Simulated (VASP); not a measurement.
YbRu:

```
CELL_PARAMETERS angstrom
0.00000 2.60859 2.60859
2.60859 0.00000 2.60859
2.60859 2.60859 0.00000
ATOMIC_POSITIONS crystal
Yb 0.50000 0.50000 0.50000
Ru 0.00000 0.00000 0.00000
```

The cell was built by a generator and needn't be a form met in nature.

The cell isn't the ideal one: species swapped into the YTe type (Fm-3m, No. 225).

| Item | Value |
| --- | --- |
| Program | VASP 6.6.1 |
| Task | relaxation of cell and atoms |
| Functional | PBE |
| Potentials or basis | VASP PAW PBE potentials, release 64 (Yb, Ru_pv) |
| Cutoff | 600 eV |
| k mesh | 6 × 6 × 6 |
| Occupations | gaussian, width 0.1 eV |
| Spin | no spin polarisation |

At the start: pressure 21.7 GPa; volume 17.75 Å³/atom.

Problem. Where does the relaxation end?

Solution. Over 3 steps the energy falls by 211.1 meV/atom and the volume is 21.57 Å³/atom (+21.5 %); space group Fm-3m (No. 225, to 0.05 Å).

The path:
```csv
step,energy change (eV),largest force (eV/Å),pressure (GPa),volume (Å³)
1,0.0000,0.0000,21.66,35.50
2,-0.2444,0.0000,-10.02,49.31
3,-0.4222,0.0000,-0.18,43.15
```

Final structure:
```
Yb Ru
1.0
     0.00000    2.78381    2.78381
     2.78381    0.00000    2.78381
     2.78381    2.78381    0.00000
Yb Ru
1 1
Direct
  0.50000 0.50000 0.50000
  0.00000 0.00000 0.00000
```

Caveat: the electronic state changed during the relaxation; the volume moved by over 15 % at a fixed basis, so the end points are rough; without U or exact exchange the open f shell lies at the Fermi level, which spoils levels, moments and volumes.
